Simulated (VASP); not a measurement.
Data:

```yaml
crystal:
  lattice:
    - [0.00000, 2.51622, 2.51622]
    - [2.51622, 0.00000, 2.51622]
    - [2.51622, 2.51622, 0.00000]
  atoms:
    - { symbol: Pr, position: [0.00000, 0.00000, 0.00000] }
    - { symbol: O, position: [0.50000, 0.50000, 0.50000] }
```

Method: PBEsol GGA, VASP's PBE PAW potentials (set 64) (plane waves; VASP 6.6.1). Run with 520 eV cut-off, 11×11×11 Γ-centred mesh, first-order Methfessel-Paxton smearing of 0.10 eV, potentials Pr_3 O.

The 4f electrons are frozen in the core of the lanthanide potential, so 4f levels, which can set the real gap, and their magnetism are missing.

Predict the energy per atom (σ→0), band gap (on the k-mesh) with the smallest direct gap where there is one.

| Item | Result |
|---|---|
| band gap (on the k-mesh) | none (metal, semimetal or under 0.01 eV) |
| energy per atom (σ→0) | -8.016 eV/atom |

Total energies compare only between runs with the same potentials, cut-off and functional.

The structure comes from a computed database's PrO entry (Fm-3m); how it stands against other phases isn't given here. It was relaxed first. The start is the result of an earlier pass. The electron count is odd and the run is not spin-polarised, which forces a metal.
